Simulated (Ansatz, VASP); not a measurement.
**One calculation of Mg3CdS4, two programs**

```
Mg Cd S
1.0
     3.75228    0.00000    0.00000
     0.00000    3.75228    0.00000
     0.00000    0.00000   10.63238
Mg Cd S
3 1 4
Direct
  0.00000 0.00000 0.75439
  0.50000 0.50000 0.00000
  0.00000 0.00000 0.24561
  0.50000 0.50000 0.50000
  0.00000 0.00000 0.00000
  0.50000 0.50000 0.24316
  0.00000 0.00000 0.50000
  0.50000 0.50000 0.75684
```

Alike in both runs: task single point; functional PBE; k mesh 4 × 4 × 2; occupations gaussian, width 0.1 eV; no spin polarisation.

```csv
,VASP,Ansatz
version,VASP 6.6.1,Ansatz 0.2.0
potentials or method,"VASP PAW PBE potentials, release 64 (Mg, Cd, S)","scalar-relativistic, plane waves, PAW"
plane-wave cutoff (eV),520,420
valence electrons in the cell,42,74
```

|  | VASP | Ansatz | Ansatz less VASP |
| --- | --- | --- | --- |
| gap on the k mesh at the Fermi level (eV) | 1.02 | 1.02 | +0.007 |
| least direct gap on the mesh (eV) | 1.84 | 1.86 | +0.016 |
| pressure (GPa) | 0.1 | 0.1 | +0.07 |
| largest component of the traceless stress (GPa) | 0.39 | 0.35 | -0.033 |
| rms of the force components (eV/Å) | 0.007 | 0.002 | -0.0048 |

Atom by atom the forces differ by 0.008 eV/Å (rms over components). The two sets of potentials don't hold the same shells in valence.

A k mesh can miss the band edges.
